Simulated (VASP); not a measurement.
Runs of VASP 6.6.1 on InSb. It takes space group F-43m (No. 216, cubic). The conventional cell has a = 6.633 Å, b = 6.633 Å, c = 6.633 Å, α = 90.00°, β = 90.00°, γ = 90.00°. In (site symmetry -43m) is surrounded by 4 Sb at 2.87 Å. Sb (site symmetry -43m) is surrounded by 4 In at 2.87 Å. The cell is a database's computed one.

| level | potentials or basis | k mesh | cutoff (eV) | mesh quality | gap on the mesh (eV) | pressure (GPa) | relaxed volume (Å³/atom) |
| --- | --- | --- | --- | --- | --- | --- | --- |
| PBEsol | VASP PAW PBE potentials, release 64 (In_d, Sb) | 3 × 3 × 3 | 600 | coarse | none | 0.0 | 35.97 |
| PBEsol | VASP PAW PBE potentials, release 64 (In_d, Sb) | 9 × 9 × 9 | 600 | not flagged | none | 0.0 | (b) |
| LDA | VASP PAW LDA potentials, release 64 (In_d, Sb) | 5 × 5 × 5 | 300 | not flagged | none | 0.0 | 33.56 |
| r2SCAN | VASP PAW PBE potentials, release 64 (In_d, Sb) | 9 × 9 × 9 | 600 | not flagged | (a) | 0.0 | 35.24 |

Alike in all rows: task relaxation of cell and atoms; no spin polarisation; cell relaxed; smearing gaussian 0.02 eV.

Task: Fill in the values left out.

Result: (a) 0.02; (b) 34.67.

Caveats: some runs use coarse meshes; the PAW data sets were made with another functional, which shifts forces and pressure a little (some runs); this crystal is a semiconductor, whose small gap the functional closes, so the metal is an error of the method (some runs); spin-orbit coupling is left out, which moves the levels of the heavy elements (some runs); an odd mesh through Γ misses points on the zone boundary, where band edges often lie (some runs).

A k mesh can miss the band edges, and the runs leave out spin-orbit coupling on In, Sb.

A gap of «none» marks a metal or a gap under the smearing width.

Not every run made on this cell is shown here.
